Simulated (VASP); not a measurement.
AlCo is taken in the cubic space group Pm-3m (No. 221), the CsCl type structure, Pearson symbol cP2. Lattice parameters: a = 2.8514 Å, b = 2.8514 Å, c = 2.8514 Å, α = 90.00°, β = 90.00°, γ = 90.00°. Al on 1b has 8 Co at 2.469 Å and 6 Al at 2.851 Å. Co on 1a is coordinated by 8 Al at 2.469 Å and 6 Co at 2.851 Å. (Neighbours: up to the widest gap in distance over summed covalent radii, below 1.35, at either atom.)

These are PW91 GGA, VASP's PBE PAW potentials (set 64) (plane waves; VASP) values and carry that method's errors. Settings: 520 eV cut-off, 13×13×13 Γ-centred mesh, first-order Methfessel-Paxton smearing of 0.10 eV, potentials Al Co.

Q: Give the energy at these volumes per atom, relative to the lowest: 10.89, 11.24, 11.59, 11.94, 12.28 Å³.

A: 26.2, 6.2, 0.0, 5.5, 21.0 meV/atom. A third-order Birch-Murnaghan fit gives B0 = 179 GPa and B0′ = 4.3.

Measured: bulk modulus 162 GPa (computed value off by +10.8 %), a 2.861 Å (computed value off by -0.3 %), as given by Yamada et al., (2019), arXiv:1910.09660. The calculation is for a static lattice, while the measured bulk modulus, a hold thermal and zero-point effects, which are part of the difference.

The compound is CoAl in the CsCl type structure. It was relaxed first. The run is not spin-polarised, so no magnetic state was tried.
